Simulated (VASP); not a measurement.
Set up this calculation in VASP 6.6.1, as the native input.

```yaml
Task: relaxation of cell and atoms
Functional: PBE
Potentials_or_basis: VASP PAW PBE potentials, release 64 (Ti_sv, Pt)
Cutoff: 600 eV
k_mesh: 4 × 4 × 4
Occupations: gaussian, width 0.1 eV
Spin: no spin polarisation
Dipole_correction: no
Further_INCAR_settings: ALGO = Normal; EDIFF = 1e-06; IBRION = 2; EDIFFG = -0.04; NSW = 90; ISIF = 3
```

The structure of TiPt3 lies in POSCAR:

```
TiPt3
1.0
    0.0000000000      4.0925881100      4.0925881100
    4.0925881100      0.0000000000      4.0925881100
    4.0925881100      4.0925881100      0.0000000000
Ti Pt
2 6
Direct
    0.0000000000      0.0000000000      0.0000000000
    0.5000000000      0.5000000000      0.5000000000
    0.2544481100      0.7455518900      0.7455518900
    0.7455518900      0.2544481100      0.2544481100
    0.7455518900      0.2544481100      0.7455518900
    0.2544481100      0.7455518900      0.2544481100
    0.7455518900      0.7455518900      0.2544481100
    0.2544481100      0.2544481100      0.7455518900
```

The cell was built by a generator and needn't be a form met in nature.

The cell isn't the ideal one: random cell by space group and Wyckoff sites (Fm-3m, No. 225).

These files were run (other wordings do the same):

INCAR

```
ALGO = Normal
EDIFF = 1E-6
EDIFFG = -0.04
ENCUT = 600
GGA = PE
IBRION = 2
ISIF = 3
ISMEAR = 0
LASPH = True
LCHARG = False
LREAL = False
LWAVE = False
NELM = 100
NSW = 90
PREC = Accurate
SIGMA = 0.1
```

KPOINTS

```
k-points
0
Gamma
  4 4 4
```

Potentials or basis: VASP PAW PBE potentials, release 64 (Ti_sv, Pt).

The run is started by

```bash
$ cat potpaw_PBE.64/Ti_sv/POTCAR potpaw_PBE.64/Pt/POTCAR > POTCAR
$ mpirun -np 1 vasp_std > vasp.out
```

It gave:

- Relaxed volume: 26.23 Å³/atom
- Relaxed cell: a = 6.670 Å, b = 6.670 Å, c = 6.670 Å, α = 60.00°, β = 60.00°, γ = 60.00°
- Space group after relaxing (to 0.05 Å): Pm-3m (No. 221)
- Energy gained by relaxing: 1741.5 meV/atom
- Ionic steps: 10
- Pressure after relaxing: 0.0 GPa
- Largest force after relaxing: 0.025 eV/Å
- Band gap on the k mesh: none (metal or under the smearing width)

Caveat: the volume moved by over 15 % at a fixed basis, so the end points are rough.

It took 18 min on 1 thread of Intel(R) Xeon(R) Platinum 8259CL CPU @ 2.50GHz (Skylake/Cascade Lake), on a shared host, peak memory 0.37 GiB.
